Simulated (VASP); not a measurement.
Calculation: r2SCAN meta-GGA, VASP's PBE PAW potentials (set 64) (plane waves; VASP 6.6.1). Each cell was relaxed at this level, without spin-orbit coupling.

Problem. Which of these comes out without a gap?
A. BAs, F-43m (216)
B. SiO2, P3_221 (154)
C. Tc, P6_3/mmc (194)
D. CaSe, Fm-3m (225)

Solution. C, Tc, P6_3/mmc (194). The others have gaps of 2.53 eV (CaSe, Fm-3m (225)), 6.58 eV (SiO2, P3_221 (154)), 1.38 eV (BAs, F-43m (216)).
